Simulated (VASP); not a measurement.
Calculation: r2SCAN+rVV10, VASP's PBE PAW potentials (set 64) (plane waves; VASP).

The input files of a VASP run:

### KPOINTS
```
Automatic mesh
0
Gamma
6 6 6
0 0 0
```

INCAR:
```
# general
SYSTEM    =  BaHfO3
PREC      =  Accurate
ENCUT     =  520
LREAL     =  .FALSE.   # projection in real space or not
LASPH     =  .TRUE.   # aspherical one-centre terms

# electronic loop
EDIFF     =  1E-7
NELM      =  100   # most electronic steps
ALGO      =  Normal   # blocked Davidson
LMAXMIX   =  6
LMIXTAU   =  .TRUE.

# smearing
ISMEAR    =  -5

# functional
METAGGA   =  R2SCAN
LUSE_VDW  =  .TRUE.
BPARAM    =  11.95
CPARAM    =  0.0093

# ions
ISIF      =  2

# output
LWAVE     =  .FALSE.
LCHARG    =  .FALSE.
LORBIT    =  11   # lm-projected
NEDOS     =  601

# other
LEFG      =  .TRUE.
```

POSCAR:
```
BaHfO3
1.0
  4.1616992898   0.0000000000   0.0000000000
  0.0000000000   4.1616992898   0.0000000000
  0.0000000000   0.0000000000   4.1616992898
Ba Hf O
1 1 3
Cart
  0.0000000000   0.0000000000   0.0000000000
  2.0808496449   2.0808496449   2.0808496449
  2.0808496449   0.0000000000   2.0808496449
  0.0000000000   2.0808496449   2.0808496449
  2.0808496449   2.0808496449   0.0000000000
```

KPOINTS_OPT:
```
k-points along high-symmetry lines
10
Line-mode
Reciprocal
  0.000000   0.000000   0.000000 ! GAMMA
  0.000000   0.500000   0.000000 ! X

  0.000000   0.500000   0.000000 ! X
  0.500000   0.500000   0.000000 ! M

  0.500000   0.500000   0.000000 ! M
  0.000000   0.000000   0.000000 ! GAMMA

  0.000000   0.000000   0.000000 ! GAMMA
  0.500000   0.500000   0.500000 ! R

  0.500000   0.500000   0.500000 ! R
  0.000000   0.500000   0.000000 ! X

  0.500000   0.500000   0.500000 ! R
  0.500000   0.500000   0.000000 ! M
```

POTCAR, in this order: Ba_sv Hf_pv O (PBE.64 set). Program: vasp_std.

Unless said otherwise, spin-orbit coupling is left out, though it shifts the bands of the heavy elements here.

Task: Predict the energy per atom (σ→0), band gap (over mesh and band path).

Result: 
The energy per atom (σ→0) is -21.430 eV/atom. The band gap (over mesh and band path) is 4.12 eV.

### OSZICAR
```
...
DAV:  18    -0.107148184233E+03   -0.14025E-04   -0.79603E-06  1221   0.272E-02    0.180E-02
DAV:  19    -0.107148185221E+03   -0.98788E-06   -0.21452E-06  1130   0.149E-02    0.868E-03
DAV:  20    -0.107148189118E+03   -0.38968E-05   -0.16074E-06  1067   0.120E-02    0.883E-03
DAV:  21    -0.107148189207E+03   -0.88771E-07   -0.51299E-07  1137   0.746E-03
   1 F= -.10714819E+03 E0= -.10714819E+03  d E =0.000000E+00
       N       E                     dE             ncg
       N       E                     dE             ncg
       N       E                     dE             ncg
```

The compound is BaHfO3 in the cubic perovskite structure. It was relaxed first.
